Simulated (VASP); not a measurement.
Data:

```yaml
crystal:
  lattice:
    - [0.00000, 2.70259, 2.70259]
    - [2.70259, 0.00000, 2.70259]
    - [2.70259, 2.70259, 0.00000]
  atoms:
    - { symbol: Zn, position: [0.00000, 0.00000, 0.00000] }
    - { symbol: S, position: [0.25000, 0.25000, 0.25000] }
```

Computed with optB86b-vdW, VASP's PBE PAW potentials (set 64) (plane waves; VASP). Numerical set-up: 520 eV cut-off, Gaussian smearing of 0.050 eV, potentials Zn S.

Q: Predict the band gap (along the path) with the smallest direct gap where there is one.

A: 
The band gap (along the path) comes out as 2.05 eV and the smallest direct gap (along the path) is 2.05 eV.

The absolute energy has meaning only against runs of the same code, potentials and settings.

The compound is ZnS in the zinc blende structure. It was relaxed first.
